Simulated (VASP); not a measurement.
A VASP calculation is set up with these files.

### POSCAR
```
AuZn
1
    3.1500000000     0.0000000000     0.0000000000
    0.0000000000     3.1500000000     0.0000000000
    0.0000000000     0.0000000000     3.1500000000
Zn Au
1 1
Direct
  0.5035830000   0.4969460000   0.4914620000
 -0.0035830000   0.0030540000   0.0085380000
```

INCAR:
```
EDIFF  =  1E-6
ALGO  =  Normal   # blocked Davidson
SYSTEM  =  AuZn
NELM  =  100
ISMEAR  =  -1   # Fermi-Dirac
ENCUT  =  300   # plane-wave cut-off (eV)
LASPH  =  T   # aspherical one-centre terms
SIGMA  =  0.1   # width (eV)
LCHARG  =  F
LWAVE  =  F
LMAXMIX  =  6   # l cut-off of mixed one-centre charges
LREAL  =  F   # projection in real space or not
ISIF  =  2   # forces and stress, cell fixed
PREC  =  Accurate
```

### KPOINTS
```
kpoints
0
gamma
 14 14 14
0 0 0
```

POTCAR, in this order: Zn Au (LDA.64 set). Program: vasp_std.

Write an equivalent input for Ansatz.

One equivalent input (not run):
Ansatz 0.2 input:
```yaml
crystal:
  lattice:
    - [3.1500000, 0.0000000, 0.0000000]
    - [0.0000000, 3.1500000, 0.0000000]
    - [0.0000000, 0.0000000, 3.1500000]
  atoms:
    - { symbol: Zn, position: [0.5035830, 0.4969460, 0.4914620] }
    - { symbol: Au, position: [-0.0035830, 0.0030540, 0.0085380] }
kpoints:
  mp_grid: { grid: [14, 14, 14] }
hamiltonian:
  xc: lda
  pseudopotentials: { kind: paw }
scf:
  occupations: { method: fermi_dirac, width: 0.1 }
  max_iter: 100
output: { forces: true, stress: true, eigenvalues: true }
```
The two are equivalent in intent, not identical: each code has its own PAW files, so the cut-off isn't converted (ENCUT is set for VASP's; basis.ecutwfc is left out, and Ansatz then takes the one that its files recommend); Ansatz stops its SCF on the density residual and VASP on the energy change (EDIFF); Ansatz's lda is the Perdew-Wang form, while the LDA potentials of VASP carry Perdew-Zunger's.

The structure is a typed AuZn crystal (Pm-3m). The cell was not relaxed at this level, atoms are displaced from their ideal sites.
